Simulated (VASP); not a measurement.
Consider the following.

```
Rh
1.0
    0.00000     1.92347     1.92347
    1.92347     0.00000     1.92347
    1.92347     1.92347     0.00000
Rh
1
Direct
  0.00000   0.00000   0.00000
```

These are revPBE GGA, VASP's PBE PAW potentials (set 64) (plane waves; VASP 6.6.1) values and carry that method's errors. Run with 520 eV cut-off, 15×15×15 Γ-centred mesh, first-order Methfessel-Paxton smearing of 0.10 eV, potentials Rh_pv.

Task: Predict the energy per atom (σ→0), band gap (on the k-mesh) with the smallest direct gap where there is one.

Result: 
```json
{
 "band gap (on the k-mesh)": "none (metal, semimetal or under 0.01 eV)",
 "energy per atom (σ→0)": "-651.3 kJ/mol of atoms"
}
```

The compound is Rh in the fcc structure. It was relaxed first. The start is the result of an earlier pass.
